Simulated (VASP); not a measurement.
Given:

```xyz
5
Lattice="2.1166 1.2220 10.0760 -2.1166 1.2220 10.0760 0.0000 -2.4441 10.0760" Properties=species:S:1:pos:R:3 pbc="T T T"
Bi     0.0000     0.0000    12.0440
Bi     0.0000     0.0000    18.1839
Se     0.0000     0.0000     0.0000
Se     0.0000     0.0000     6.5207
Se     0.0000     0.0000    23.7073
```

Computed with PBE GGA, VASP's PBE PAW potentials (set 64) (plane waves; VASP). Numerical set-up: 300 eV cut-off, 5×5×5 Γ-centred mesh shifted by (0.5, 0.5, 0.5), Gaussian smearing of 0.020 eV, potentials Bi_d Se.

At this cut-off the stress carries a Pulay error, which pulls relaxed volumes low.

Task: Which forces act on the atoms, in eV/Å?

Result: 
| atom | Fx | Fy | Fz |
|---|---|---|---|
| Bi1 | 0.000 | 0.000 | 0.059 |
| Bi2 | 0.000 | 0.000 | -0.059 |
| Se3 | 0.000 | 0.000 | 0.000 |
| Se4 | 0.000 | 0.000 | 0.264 |
| Se5 | 0.000 | 0.000 | -0.264 |

Task: Give the stress tensor in GPa (positive for a compressed cell).

Result: 
```
-1.78   0.00   0.00
 0.00  -1.78   0.00
 0.00   0.00  -1.69
```
The pressure is its mean diagonal, -1.75 GPa.

The structure comes from a computed database's Bi2Se3 entry; how it stands against other phases isn't given here. The cell was not relaxed at this level.
